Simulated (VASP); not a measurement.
The input files of a VASP run:

File KPOINTS:
```
kpoints
0
Gamma
  13 13 7
0 0 0
```

File POSCAR:
```
Ti
1
    2.9500000000     0.0000000000     0.0000000000
   -1.4750000000     2.5547750000     0.0000000000
    0.0000000000     0.0000000000     4.6800000000
Ti
2
Direct
  0.6666670000   0.3333330000   0.7500000000
  0.3333330000   0.6666670000   0.2500000000
```

**INCAR**
```
SYSTEM=Ti
LREAL=F
NSW=60
ENCUT=480   ! plane-wave cut-off (eV)
SIGMA=0.1   ! width (eV)
LASPH=T
EDIFF=1E-6
LMAXMIX=4   ! l cut-off of mixed one-centre charges
LCHARG=F
ISIF=3
PREC=Accurate
GGA=PE   ! PBE
ISMEAR=1   ! Methfessel-Paxton
NELM=100   ! most electronic steps
LWAVE=F
EDIFFG=-0.01
ALGO=Normal
IBRION=2
```

POTCAR, in this order: Ti_sv (PBE.64 set). Program: vasp_std.

Problem. Translate this PBE calculation to Quantum ESPRESSO's pw.x.

Solution. One equivalent input (not run):
```
&CONTROL
  calculation = 'vc-relax'
  pseudo_dir = './pseudo'
  outdir = './out'
  tprnfor = .true.
  tstress = .true.
  nstep = 60
  forc_conv_thr = 0.00039
/
&SYSTEM
  ibrav = 0
  nat = 2
  ntyp = 1
  ecutwfc = 84
  occupations = 'smearing'
  smearing = 'methfessel-paxton'
  degauss = 0.00735
  input_dft = 'pbe'
/
&ELECTRONS
  conv_thr = 7.3e-08
  electron_maxstep = 100
/
&IONS
/
&CELL
/
ATOMIC_SPECIES
  Ti 47.867 Ti.upf
CELL_PARAMETERS angstrom
     2.9500000    0.0000000    0.0000000
    -1.4750000    2.5547750    0.0000000
     0.0000000    0.0000000    4.6800000
ATOMIC_POSITIONS crystal
  Ti   0.6666670  0.3333330  0.7500000
  Ti   0.3333330  0.6666670  0.2500000
K_POINTS automatic
  13 13 7 0 0 0
```
What does not carry over: the potentials are each code's own (VASP's PAW set, PseudoDojo norm-conserving files in pw.x), so ENCUT and ecutwfc are chosen apart and not converted; conv_thr bounds pw.x's estimated SCF error, while EDIFF bounds the energy change between steps; forc_conv_thr acts on force components and is met together with etot_conv_thr.

The compound is Ti in the hcp structure. This run relaxes it. Symmetry was kept, so distortions that lower it aren't found.
